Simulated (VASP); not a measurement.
GaAs (zinc blende): the lattice constant a from VASP (plane waves, PAW) at several levels of theory. Static lattice.

| level | lattice constant a (Å) | error against measurement |
|---|---|---|
| LDA | 5.611 | -0.5 % |
| PBE | 5.750 | +2.0 % |
| PBEsol | 5.663 | +0.4 % |
| RPBE | 5.809 | +3.0 % |
| AM05 | 5.671 | +0.5 % |
| PBE-D3(BJ) | 5.680 | +0.7 % |
| PBE-D4 | 5.666 | +0.5 % |
| optB88-vdW | 5.743 | +1.8 % |
| rev-vdW-DF2 | 5.716 | +1.3 % |
| revTPSS | 5.674 | +0.6 % |
| SCAN | 5.659 | +0.3 % |
| r2SCAN | 5.669 | +0.5 % |
| r2SCAN+rVV10 | 5.651 | +0.2 % |
| HSE06 | 5.678 | +0.7 % |
| HSEsol | 5.625 | -0.3 % |
| PBE0 | 5.673 | +0.6 % |

Measured: 5.640 Å at 0 K (as given by Daniel Mejia-Rodriguez et al., Physical Review B (2018), arXiv:1807.09216; static lattice: zero-point anharmonic expansion removed).

The cell of the LDA run:

```
CELL_PARAMETERS angstrom
      0.00000     2.80535     2.80535
      2.80535     0.00000     2.80535
      2.80535     2.80535     0.00000
ATOMIC_POSITIONS crystal
  Ga 0.00000 0.00000 0.00000
  As 0.25000 0.25000 0.25000
```

Only levels that ran to the end are used. Left out are those held back, those with too coarse a band path, GW runs whose mesh misses a band edge, hybrids' fits of cells that aren't cubic and levels without matching references; a question may draw on a part of the rest.

The compound is GaAs in the zinc blende structure.
